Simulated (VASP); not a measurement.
# Be3TeF4 (P1) in VASP: single point with PBE

Aim: the single point of Be3TeF4 with PBE.

Program: VASP 6.6.1. These are calculated values, not measurements. Logs are shortened: lines on timing, memory, paths and dates and some standing lists are left out, and cuts for length are marked.

## (1) The structure

The typed cell holds 8 atoms: a = 4.519 Å, b = 5.824 Å, c = 6.088 Å, α = 75.27°, β = 70.85°, γ = 70.30°.

The cell was built by a generator and needn't be a form met in nature.

## (2) Single point, PBE

Contents of INCAR:

```
PREC = Accurate
ENCUT = 520
EDIFF = 1E-6
ISMEAR = 0
SIGMA = 0.02
LREAL = F
LASPH = T
NELM = 100
ALGO = Fast
ISIF = 2
LWAVE = F
LCHARG = F
GGA = PE
NBANDS = 30
```

Contents of KPOINTS:

```
regular mesh
0
Gamma
  6 4 4
```

Contents of POSCAR:

```
Be3TeF4
1.0
    4.5193200773      0.0239823788      0.0106097825
    1.9337312212      5.4932835813      0.0356364582
    1.9790711295      0.9074091302      5.6855541948
Be Te F
3 1 4
Direct
    0.1398963560      0.6376759526      0.1619845944
    0.8951647368      0.0172542572      0.4515727423
    0.6051684890      0.9078322475      0.9695175003
    0.3897044107      0.1905764438      0.2673904665
    0.8445078364      0.6708506077      0.0710859637
    0.7659833696      0.0259143853      0.7172393456
    0.3369378888      0.8014428181      0.9630342966
    0.0226369127      0.7484532879      0.3981750904
```

Potentials or basis: VASP PAW PBE potentials, release 64 (Be, Te, F).

On the command line:

```console
> cat potpaw_PBE.64/Be/POTCAR potpaw_PBE.64/Te/POTCAR potpaw_PBE.64/F/POTCAR > POTCAR
> mpirun -np 1 vasp_std > vasp.out
```

OUTCAR:

```text
PREC = Accurate
   ENCUT = 520
   EDIFF = 1E-6
   ISMEAR = 0
   LREAL = F
   LASPH = T
   NELM = 100
   ISIF = 2
   GGA = PE

 ion  position               nearest neighbor table
   1  0.140  0.638  0.162-   5 1.54   7 1.56   8 1.58   4 2.47
   2  0.895  0.017  0.452-   6 1.54   8 1.55   4 2.56   4 2.65
   3  0.605  0.908  0.970-   7 1.55   6 1.56   5 1.57   4 2.50
   4  0.390  0.191  0.267-   1 2.47   3 2.50   2 2.56   2 2.65
   5  0.845  0.671  0.071-   1 1.54   3 1.57
   6  0.766  0.026  0.717-   2 1.54   3 1.56
   7  0.337  0.801  0.963-   3 1.55   1 1.56
   8  0.023  0.748  0.398-   2 1.55   1 1.58

  Warning from LATTYP: Got some problem with cell dimensions!
  Tried to take original basis but could not verify dimensions!
  LATTYP: Found a triclinic cell.
 ALAT       =     4.5193961635
 B/A-ratio  =     1.3386131812
 C/A-ratio  =     1.3471170758
 COS(alpha) =     0.0003225456
 COS(beta)  =     0.3280468782
 COS(gamma) =     0.4225752757

  Lattice vectors:

 A1 = (  -4.5193200773,  -0.0239823788,  -0.0106097825)
 A2 = (  -2.5855888561,   5.4693012025,   0.0250266757)
 A3 = (  -1.9790711295,  -0.9074091302,  -5.6855541948)

Analysis of symmetry for initial positions (statically):
=====================================================================
 Subroutine PRICEL returns:
 Original cell was already a primitive cell.

 Routine SETGRP: Setting up the symmetry group for a
 triclinic supercell.

 Subroutine GETGRP returns: Found  1 space group operations
 (whereof  1 operations were pure point group operations)
 out of a pool of  2 trial point group operations.

The static configuration has the point symmetry C_1 .

Analysis of symmetry for dynamics (positions and initial velocities):
=====================================================================
 Subroutine PRICEL returns:
 Original cell was already a primitive cell.

 Routine SETGRP: Setting up the symmetry group for a
 triclinic supercell.

 Subroutine GETGRP returns: Found  1 space group operations
 (whereof  1 operations were pure point group operations)
 out of a pool of  2 trial point group operations.

The dynamic configuration has the point symmetry C_1 .

 Subroutine INISYM returns: Found  1 space group operations
 (whereof  1 operations are pure point group operations),
 and found     1 'primitive' translations

----------------------------------------------------------------------------------------

                                     Primitive cell

  volume of cell :     140.6442

  direct lattice vectors                    reciprocal lattice vectors
     4.519320077  0.023982379  0.010609782     0.221836569 -0.077669803 -0.064822539
     1.933731221  5.493283581  0.035636458    -0.000901038  0.182544630 -0.028820312
     1.979071130  0.907409130  5.685554195    -0.000408320 -0.000999231  0.176185957

  length of vectors
     4.519396164  5.823808968  6.088155744     0.243815552  0.184807912  0.176189264

  position of ions in fractional coordinates (direct lattice)
     0.139896356  0.637675953  0.161984594
     0.895164737  0.017254257  0.451572742
     0.605168489  0.907832247  0.969517500
     0.389704411  0.190576444  0.267390466
     0.844507836  0.670850608  0.071085964
     0.765983370  0.025914385  0.717239346
     0.336937889  0.801442818  0.963034297
     0.022636913  0.748453288  0.398175090

  ion indices of the primitive-cell ions
   primitive index   ion index
                 1           1
                 2           2
                 3           3
                 4           4
                 5           5
                 6           6
                 7           7
                 8           8

----------------------------------------------------------------------------------------

 KPOINTS: regular mesh

Automatic generation of k-mesh.
 Grid dimensions read from file:
 generate k-points for:    6    4    4

 Generating k-lattice:

  Cartesian coordinates                     Fractional coordinates (reciprocal lattice)
     0.036972761 -0.012944967 -0.010803757     0.166666667 -0.000000000  0.000000000
    -0.000225259  0.045636157 -0.007205078    -0.000000000  0.250000000 -0.000000000
    -0.000102080 -0.000249808  0.044046489    -0.000000000  0.000000000  0.250000000

  Length of vectors
     0.040635925  0.046201978  0.044047316

  Shift w.r.t. Gamma in fractional coordinates (k-lattice)
     0.000000000  0.000000000  0.000000000

 Subroutine IBZKPT returns following result:
 ===========================================

 Found     52 irreducible k-points:

 Following reciprocal coordinates:
            Coordinates               Weight
  0.000000  0.000000  0.000000      1.000000
  0.166667 -0.000000  0.000000      2.000000
  0.333333 -0.000000  0.000000      2.000000
  0.500000 -0.000000  0.000000      1.000000
 -0.000000  0.250000  0.000000      2.000000
  0.166667  0.250000  0.000000      2.000000
[... 16 lines left out ...]
  0.333333  0.250000  0.250000      2.000000
  0.500000  0.250000  0.250000      2.000000
 [... further k-points ...]
   k-points           NKPTS =     52   k-points in BZ     NKDIM =     52   number of bands    NBANDS=     30
   number of dos      NEDOS =    301   number of ions     NIONS =      8
   total plane-waves  NPLWV =  82944
   dimension x,y,z NGX =    36 NGY =   48 NGZ =   48
   dimension x,y,z NGXF=    72 NGYF=   96 NGZF=   96
   ions per type =               3   1   4
   NGX,Y,Z   is equivalent  to a cutoff of  13.24, 13.70, 13.11 a.u.
   NGXF,Y,Z  is equivalent  to a cutoff of  26.49, 27.40, 26.21 a.u.
 SYSTEM =  unknown system
   PREC   = accura    normal or accurate (medium, high low for compatibility)
   ISTART =      0    job   : 0-new  1-cont  2-samecut
   ICHARG =      2    charge: 1-file 2-atom 10-const
   ISPIN  =      1    spin polarized calculation?
   LNONCOLLINEAR =      F non collinear calculations
   LSORBIT =      F    spin-orbit coupling
   LASPH  =      T    aspherical Exc in radial PAW
   ENCUT  =  520.0 eV  38.22 Ry    6.18 a.u.   8.40 10.83 11.32*2*pi/ulx,y,z
   NELM   =    100;   NELMIN=  2; NELMDL= -5     # of ELM steps
   EDIFF  = 0.1E-05   stopping-criterion for ELM
   LREAL  =      F    real-space projection
   EDIFFG = 0.1E-04   stopping-criterion for IOM
   NSW    =      0    number of steps for IOM
   IBRION =     -1    ionic relax: 0-MD 1-quasi-New 2-CG
   NFREE  =      0    steps in history (QN), initial steepest desc. (CG)
   ISIF   =      2    stress and relaxation
   ISYM   =      2    0-nonsym 1-usesym 2-fastsym
   POTIM  = 0.5000    time-step for ionic-motion
   TEBEG  =    0.0;   TEEND  =   0.0 temperature during run
   PSTRESS=    0.0 pullay stress
   NELECT =      40.0000    total number of electrons
   NUPDOWN=      -1.0000    fix difference up-down
   EMIN   =  10.00;   EMAX   =-10.00  energy-range for DOS
   EFERMI =   0.00;   METHOD = LEGACY
   ISMEAR =     0;   SIGMA  =   0.02  broadening in eV -4-tet -1-fermi 0-gaus
   EFERMI_NEDOS =   21; number of points for ismear=-14 and -15
   IALGO  =     68    algorithm
   IMIX   =      4    mixing-type and parameters
     AMIX     =   0.40;   BMIX     =  1.00
     AMIX_MAG =   1.60;   BMIX_MAG =  1.00
  volume/ion in A,a.u.               =      17.58       118.64
  Fermi-wavevector in a.u.,A,eV,Ry     =   1.076600  2.034478 15.770061  1.159067
  Thomas-Fermi vector in A             =   2.212488
   LORBIT       =      0    0 simple, 1 ext, 2 COOP (PROOUT), +10 PAW based schemes
   GGA     = PE    functional components
   LHFCALC =     F    Hartree Fock is set to
   AEXX    =    0.0000 exact exchange contribution
   IVDW    =     0    specifies the selected vdW correction
   LEPSILON=     F    determine dielectric tensor
   LRPA    =     F    only Hartree local field effects (RPA)
 non-spin polarized calculation
 RMM-DIIS sequential band-by-band and
 Gauss-broadening in eV      SIGMA  =   0.02
  energy-cutoff  :      520.00
  volume of cell :      140.64
 maximum number of plane-waves:      3802
 NGX is ok and might be reduce to    36
   NGX = 17   NGY = 21   NGZ = 23

 number of electron      40.0000001 magnetization

 Free energy of the ion-electron system (eV)
  ---------------------------------------------------
  ext. energy  EPLUGINS =         0.00000000
  ---------------------------------------------------
  free energy    TOTEN  =       -41.15583473 eV

  energy without entropy =      -41.15583473  energy(sigma->0) =      -41.15583473

 E-fermi :   0.3211     XC(G=0):  -7.5651

 val. band max:        0.1600909700   @ k =  -0.0000   0.5000   0.5000
 cond. band min:       4.0740643671   @ k =  -0.0000   0.5000   0.5000
 fundamental gap:      3.9139733971
 Fermi energy:         0.3210658106

 k-point     1 :       0.0000    0.0000    0.0000
  band No.  band energies     occupation
      1     -24.4690      2.00000
      2     -24.0534      2.00000
      3     -23.9603      2.00000
      4     -23.6408      2.00000
      5      -9.0967      2.00000
      6      -7.9439      2.00000
[... 22 lines left out ...]
     29      10.1711      0.00000
     30      10.9767      0.00000

 k-point     2 :       0.1667   -0.0000    0.0000
  band No.  band energies     occupation
      1     -24.4316      2.00000
      2     -24.0642      2.00000
      3     -23.9530      2.00000
      4     -23.6812      2.00000
      5      -9.0846      2.00000
      6      -7.8755      2.00000
[... 22 lines left out ...]
     29      10.4374      0.00000
     30      10.8723      0.00000

 k-point     3 :       0.3333   -0.0000    0.0000
  band No.  band energies     occupation
      1     -24.3347      2.00000
      2     -24.0969      2.00000
      3     -23.9372      2.00000
      4     -23.7742      2.00000
      5      -9.0587      2.00000
      6      -7.8040      2.00000
[... 682 lines left out ...]
     29      10.1116      0.00000
     30      10.8128      0.00000

 k-point    24 :       0.5000    0.2500    0.2500
  band No.  band energies     occupation
      1     -24.2588      2.00000
      2     -24.1300      2.00000
      3     -23.9279      2.00000
      4     -23.8326      2.00000
      5      -9.0308      2.00000
      6      -7.7433      2.00000
[... 22 lines left out ...]
     29      10.2031      0.00000
     30      10.7816      0.00000

 [... further k-points ...]

------------------------ aborting loop because EDIFF is reached ----------------------------------------

  FORCE on cell =-STRESS in cart. coord.  units (eV):
  Direction    XX          YY          ZZ          XY          YZ          ZX
  --------------------------------------------------------------------------------------
  -------------------------------------------------------------------------------------
  Total        0.0527993      0.0151662      0.0206630      0.0155629      0.0188502     -0.0032501
  in kB        0.6014738      0.1727687      0.2353865      0.1772879      0.2147362     -0.0370238
  external PRESSURE =       0.3365430 kB  Pullay stress =       0.0000000 kB

 VOLUME and BASIS-vectors are now :
 -----------------------------------------------------------------------------
  energy-cutoff  :      520.00
  volume of cell :      140.64
      direct lattice vectors                 reciprocal lattice vectors
     4.519320077  0.023982379  0.010609782     0.221836569 -0.077669803 -0.064822539
     1.933731221  5.493283581  0.035636458    -0.000901038  0.182544630 -0.028820312
     1.979071130  0.907409130  5.685554195    -0.000408320 -0.000999231  0.176185957

 POSITION                                       TOTAL-FORCE (eV/Angst)
 -----------------------------------------------------------------------------------
      2.18591      3.65328      0.94518         0.003648     -0.061453      0.010648
      4.97260      0.52601      2.57755         0.005194      0.044127     -0.002438
      6.40920      5.88124      5.55102         0.007858      0.040192     -0.012997
      2.65891      1.29887      1.53119         0.006258      0.001889      0.003261
      5.25453      3.76993      0.43703        -0.011328     -0.010536      0.004210
      4.93130      0.81155      4.08695        -0.002682     -0.001734      0.005859
      4.97842      5.28450      5.50752        -0.011512      0.002615     -0.009864
      2.33763      4.47332      2.29076         0.002563     -0.015100      0.001322
 -----------------------------------------------------------------------------------
    total drift:                               -0.000632     -0.000447      0.000212

  FREE ENERGIE OF THE ION-ELECTRON SYSTEM (eV)
  ---------------------------------------------------
  free  energy   TOTEN  =       -41.1558347331 eV

  energy  without entropy=      -41.1558347331  energy(sigma->0) =      -41.15583473
```

Wall time 3.2 min (1 thread of Intel Xeon Platinum 8488C (Sapphire Rapids), shared host); peak memory 0.39 GiB.

What came out:

- Free energy: -41.1558 eV
- Pressure: 0.0 GPa
- Largest force: 0.062 eV/Å
- Band gap on the k mesh: 3.91 eV, direct

Forces in eV/Å, atoms in the order of the input:
```
Be   0.004 -0.061  0.011
Be   0.005  0.044 -0.002
Be   0.008  0.040 -0.013
Te   0.006  0.002  0.003
F   -0.011 -0.011  0.004
F   -0.003 -0.002  0.006
F   -0.012  0.003 -0.010
F    0.003 -0.015  0.001
```

Caveat: spin-orbit coupling is left out, which moves the levels of the heavy elements. A k mesh can miss the band edges.
